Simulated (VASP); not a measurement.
Output of a VASP run:

### OUTCAR
```
 ion  position               nearest neighbor table
   1  0.000  0.000  0.000-   2 2.59   2 2.59   2 2.59   2 2.59
   2  0.250  0.250  0.250-   1 2.59   1 2.59   1 2.59   1 2.59
  LATTYP: Found a face centered cubic cell.
 ALAT       =     5.9849329464
 Subroutine PRICEL returns:
 Original cell was already a primitive cell.
 Subroutine GETGRP returns: Found 24 space group operations
The static configuration has the point symmetry T_d .
The dynamic configuration has the point symmetry T_d .
 Subroutine INISYM returns: Found 24 space group operations
 Subroutine IBZKPT returns following result:
 Found     72 irreducible k-points:

 Following reciprocal coordinates:
            Coordinates               Weight
  0.000000  0.000000  0.000000      1.000000
  0.083333  0.000000  0.000000      8.000000
  0.166667  0.000000  0.000000      8.000000
  0.250000  0.000000  0.000000      8.000000
  0.333333  0.000000  0.000000      8.000000
  0.416667  0.000000  0.000000      8.000000
  0.500000  0.000000  0.000000      4.000000
  0.083333  0.083333  0.000000      6.000000
  0.166667  0.083333  0.000000     24.000000
  0.250000  0.083333  0.000000     24.000000
  0.333333  0.083333  0.000000     24.000000
  0.416667  0.083333  0.000000     24.000000
  0.500000  0.083333  0.000000     24.000000
 -0.416667  0.083333  0.000000     24.000000
 -0.333333  0.083333  0.000000     24.000000
 -0.250000  0.083333  0.000000     24.000000
 -0.166667  0.083333  0.000000     24.000000
 -0.083333  0.083333  0.000000     12.000000
  0.166667  0.166667  0.000000      6.000000
  0.250000  0.166667  0.000000     24.000000
  0.333333  0.166667  0.000000     24.000000
  0.416667  0.166667  0.000000     24.000000
  0.500000  0.166667  0.000000     24.000000
 -0.416667  0.166667  0.000000     24.000000
 -0.333333  0.166667  0.000000     24.000000
 -0.250000  0.166667  0.000000     24.000000
 -0.166667  0.166667  0.000000     12.000000
  0.250000  0.250000  0.000000      6.000000
  0.333333  0.250000  0.000000     24.000000
  0.416667  0.250000  0.000000     24.000000
  0.500000  0.250000  0.000000     24.000000
 -0.416667  0.250000  0.000000     24.000000
 -0.333333  0.250000  0.000000     24.000000
 -0.250000  0.250000  0.000000     12.000000
  0.333333  0.333333  0.000000      6.000000
  0.416667  0.333333  0.000000     24.000000
  0.500000  0.333333  0.000000     24.000000
 -0.416667  0.333333  0.000000     24.000000
 -0.333333  0.333333  0.000000     12.000000
  0.416667  0.416667  0.000000      6.000000
   k-points           NKPTS =     72   k-points in BZ     NKDIM =     72   number of bands    NBANDS=     11
   number of dos      NEDOS =    601   number of ions     NIONS =      2
   total plane-waves  NPLWV =  21952
   dimension x,y,z NGX =    28 NGY =   28 NGZ =   28
   dimension x,y,z NGXF=    56 NGYF=   56 NGZF=   56
   ions per type =               1   1
   PREC   = accura    normal or accurate (medium, high low for compatibility)
   ISTART =      0    job   : 0-new  1-cont  2-samecut
   ICHARG =      2    charge: 1-file 2-atom 10-const
   ISPIN  =      1    spin polarized calculation?
   LNONCOLLINEAR =      F non collinear calculations
   LSORBIT =      F    spin-orbit coupling
   INIWAV =      1    electr: 0-lowe 1-rand  2-diag
   ENCUT  =  400.0 eV  29.40 Ry    5.42 a.u.   6.90  6.90  6.90*2*pi/ulx,y,z
   NELM   =    100;   NELMIN=  2; NELMDL= -5     # of ELM steps
   EDIFF  = 0.1E-06   stopping-criterion for ELM
   LREAL  =      F    real-space projection
   NLSPLINE    = F    spline interpolate recip. space projectors
   LMAXMIX     =    6 max onsite mixed and CHGCAR
   VOSKOWN=      0    Vosko Wilk Nusair interpolation
   EDIFFG = 0.1E-05   stopping-criterion for IOM
   NSW    =      0    number of steps for IOM
   NBLOCK =      1;   KBLOCK =      1    inner block; outer block
   IBRION =     -1    ionic relax: 0-MD 1-quasi-New 2-CG
...
```

OSZICAR:
```
       N       E                     dE             d eps       ncg     rms          rms(c)
DAV:   1     0.163011825576E+02    0.16301E+02   -0.62619E+03  1688   0.883E+02
DAV:   2    -0.152343947588E+02   -0.31536E+02   -0.29992E+02  1911   0.159E+02
DAV:   3    -0.166283832432E+02   -0.13940E+01   -0.13751E+01  2082   0.245E+01
DAV:   4    -0.166503883580E+02   -0.22005E-01   -0.21983E-01  2069   0.337E+00
DAV:   5    -0.166508516747E+02   -0.46332E-03   -0.46324E-03  2255   0.403E-01    0.415E+01
DAV:   6    -0.151147244405E+02    0.15361E+01   -0.46540E+00  1741   0.106E+01    0.260E+01
DAV:   7    -0.150848523822E+02    0.29872E-01   -0.11213E+00  2163   0.556E+00    0.547E+00
DAV:   8    -0.150528177502E+02    0.32035E-01   -0.35064E-01  1782   0.290E+00    0.123E+00
DAV:   9    -0.150489170435E+02    0.39007E-02   -0.31252E-02  1873   0.100E+00    0.271E-01
DAV:  10    -0.150489760308E+02   -0.58987E-04   -0.89569E-04  1999   0.217E-01    0.133E-01
DAV:  11    -0.150489691525E+02    0.68783E-05   -0.51515E-05  1964   0.456E-02    0.113E-01
DAV:  12    -0.150489646144E+02    0.45381E-05   -0.85107E-06  1968   0.183E-02    0.908E-03
DAV:  13    -0.150489642776E+02    0.33685E-06   -0.79629E-07  2424   0.552E-03    0.353E-03
DAV:  14    -0.150489642571E+02    0.20513E-07   -0.84958E-09  1230   0.724E-04
   1 F= -.15048964E+02 E0= -.15048964E+02  d E =0.000000E+00
```

OUTCAR:
```
------------------------ aborting loop because EDIFF is reached ----------------------------------------
  FORCE on cell =-STRESS in cart. coord.  units (eV):
  Direction    XX          YY          ZZ          XY          YZ          ZX
  --------------------------------------------------------------------------------------
  Total       -0.0002666     -0.0002666     -0.0002666      0.0000000      0.0000000      0.0000000
  in kB       -0.0079696     -0.0079696     -0.0079696      0.0000000      0.0000000      0.0000000
  external PRESSURE =      -0.0079696 kB  Pullay stress =       0.0000000 kB
  volume of cell :       53.59
      direct lattice vectors                 reciprocal lattice vectors
     0.000000000  2.992466473  2.992466473    -0.167086250  0.167086250  0.167086250
     2.992466473  0.000000000  2.992466473     0.167086250 -0.167086250  0.167086250
     2.992466473  2.992466473  0.000000000     0.167086250  0.167086250 -0.167086250
 POSITION                                       TOTAL-FORCE (eV/Angst)
 -----------------------------------------------------------------------------------
      0.00000      0.00000      0.00000        -0.000000     -0.000000     -0.000000
      1.49623      1.49623      1.49623         0.000000      0.000000      0.000000
 -----------------------------------------------------------------------------------
    total drift:                                0.000000      0.000000      0.000000
  FREE ENERGIE OF THE ION-ELECTRON SYSTEM (eV)
  ---------------------------------------------------
  free  energy   TOTEN  =       -15.0489642571 eV

  energy  without entropy=      -15.0489642571  energy(sigma->0) =      -15.04896426

 total charge

# of ion       s       p       d       tot
------------------------------------------
    1        0.356   6.341   1.497   8.194
    2        0.799   1.011   0.000   1.810
--------------------------------------------------
tot          1.155   7.352   1.497  10.004
```
(Selected blocks of OUTCAR.)

POSCAR:
```
HfSi
1
    0.0000000000     2.9924664732     2.9924664732
    2.9924664732     0.0000000000     2.9924664732
    2.9924664732     2.9924664732     0.0000000000
Hf Si
1 1
Direct
  0.0000000000   0.0000000000   0.0000000000
  0.2500000000   0.2500000000   0.2500000000
```

Question: Write an INCAR and KPOINTS that could have produced this output.

Answer: One answer among several that fit: the input of the run itself, PBEsol GGA, plane waves, VASP's PBE PAW potentials (set 64).

### INCAR
```
! general
SYSTEM  = HfSi
PREC    = Accurate
ENCUT   = 400
LREAL   = .FALSE.
LASPH   = .TRUE.

! electronic loop
EDIFF   = 1E-7
NELM    = 100
ALGO    = Normal
LMAXMIX = 6

! smearing
ISMEAR  = -5

! functional
GGA     = PS

! ions
ISIF    = 2

! output
LWAVE   = .FALSE.
LCHARG  = .TRUE.
LORBIT  = 11
NEDOS   = 601
```

KPOINTS:
```
Regular mesh
0
Gamma
12 12 12
```

POTCAR, in this order: Hf_pv Si (PBE.64 set). Program: vasp_std.

For a metal the tetrahedron method with Blöchl corrections gives inexact stress and forces.

The structure was generated: HfSi was put into the zinc blende type (F-43m), which need not be its known phase. It was relaxed first, which changed the volume by -26 %.
